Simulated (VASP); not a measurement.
In2BiSb2, 5 atoms in the cell. The typed cell holds 5 atoms: a = 6.326 Å, b = 4.527 Å, c = 6.383 Å, α = 69.38°, β = 110.59°, γ = 110.12°. The cell was built by a generator and needn't be a form met in nature.

| Quantity | Value |
| --- | --- |
| Program | VASP 6.6.1 |
| Task | single point |
| Functional | revPBE |
| Potentials or basis | VASP PAW PBE potentials, release 64 (Bi_d, In_d, Sb) |
| Cutoff | 520 eV |
| k mesh | 3 × 4 × 3 |
| Occupations | fermi-dirac, width 0.1 eV |
| Spin | no spin polarisation |
| Dipole correction | no |
| Further INCAR settings | ALGO = Fast; EDIFF = 1e-06; NBANDS = 34 |

Potentials or basis: VASP PAW PBE potentials, release 64 (Bi_d, In_d, Sb).

The run is started by

```console
$ cat potpaw_PBE.64/Bi_d/POTCAR potpaw_PBE.64/In_d/POTCAR potpaw_PBE.64/Sb/POTCAR > POTCAR
$ mpirun -np 1 vasp_std > vasp.out
```

Hardware: 1 thread of AMD EPYC 9R45 96-Core Processor (Zen 5), on a shared host.

Q: Estimate the wall time of this run.

A: Wall time 61 s on 1 thread of AMD EPYC 9R45 96-Core Processor (Zen 5) (shared host), peak memory 0.3 GiB. Counts: scf iterations 13, k points 19.
